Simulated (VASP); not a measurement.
Data:

```yaml
crystal:
  lattice:
    - [0.00000, 2.42964, 2.42964]
    - [2.42964, 0.00000, 2.42964]
    - [2.42964, 2.42964, 0.00000]
  atoms:
    - { symbol: B, position: [0.00000, 0.00000, 0.00000] }
    - { symbol: As, position: [0.25000, 0.25000, 0.25000] }
```

Calculation: PBE GGA with D4 dispersion, VASP's PBE PAW potentials (set 64) (plane waves; VASP 6.6.1). Numerical set-up: 520 eV cut-off, 10×10×10 Γ-centred mesh, Gaussian smearing of 0.050 eV, potentials B As.

Q: The job: BAs (zinc blende), 2 atoms, PBE-D4, static run, 520 eV, 10×10×10 Γ-centred mesh. Roughly how much core time does it take on a busy server core?

A: About 9 core-seconds (one run on a shared machine, a rough figure). It had 47 irreducible k-points, 8 bands, up to 785 plane waves and 13 electronic steps.

The compound is BAs in the zinc blende structure. This cell is one point of a volume scan, at 1.06 of the reference volume.
